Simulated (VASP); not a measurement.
Data:

```yaml
crystal:
  lattice:
    - [6.33631, 0.00000, 0.00000]
    - [0.00000, 6.33631, 0.00000]
    - [0.00000, 0.00000, 6.33631]
  atoms:
    - { symbol: Cs, position: [0.00000, 0.00000, 0.00000] }
    - { symbol: Sn, position: [0.50000, 0.50000, 0.50000] }
    - { symbol: I, position: [0.50000, 0.00000, 0.50000] }
    - { symbol: I, position: [0.00000, 0.50000, 0.50000] }
    - { symbol: I, position: [0.50000, 0.50000, 0.00000] }
```

The numbers are results of PBE GGA, VASP's PBE PAW potentials (set 64) (plane waves; VASP 6.6.1), not measurements. Settings: 300 eV cut-off, 3×3×3 Γ-centred mesh, Fermi-Dirac smearing of 0.050 eV, potentials Cs_sv Sn_d I.

Task: Estimate the energy per atom (σ→0).

Result: 
```yaml
energy per atom (σ→0): -2.839 eV/atom
```

The structure is a typed CsSnI3 crystal (Pm-3m). The cell was not relaxed at this level.
